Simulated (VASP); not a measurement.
Method: PBEsol GGA, VASP's PBE PAW potentials (set 64) (plane waves; VASP). For the alloy's cell: Settings: 520 eV cut-off, 7×7×13 Γ-centred mesh, tetrahedra with Blöchl corrections, potentials Zr_sv C Hf_pv.

| end member | E (eV/atom) | V (Å³/atom) | gap (eV) |
|---|---|---|---|
| HfC (rock salt) | -11.0978 | 12.21 | 0.00 |
| ZrC (rock salt) | -10.2863 | 12.75 | 0.00 |

An ordered cell with a fraction 0.25 of the second end member relaxes to

```
Hf3ZrC4
1.0
    0.00016     4.62066     4.62187
    4.62066     0.00016     4.62187
    2.31041     2.31041     0.00000
Zr C Hf
1 4 3
Cartesian
  0.00000   0.00000   0.00000
  2.31041   2.31041   2.32201
  4.60962   2.32161   4.62187
  2.32161   4.60962   4.62187
  4.62082   4.62082   6.92174
  2.31033   0.00008   2.31094
  0.00008   2.31033   2.31094
  2.31041   2.31041   4.62187
```

Unless said otherwise, spin-orbit coupling is left out, though it shifts the bands of the heavy elements here.

Problem. Estimate the mixing energy, the deviation from a linear volume and the gap.

Solution. Its energy is -10.8925 eV/atom, so the mixing energy is 2 meV/atom. The volume of 12.33 Å³/atom lies -0.1 % from the linear mean. The cell is without a gap at this level.
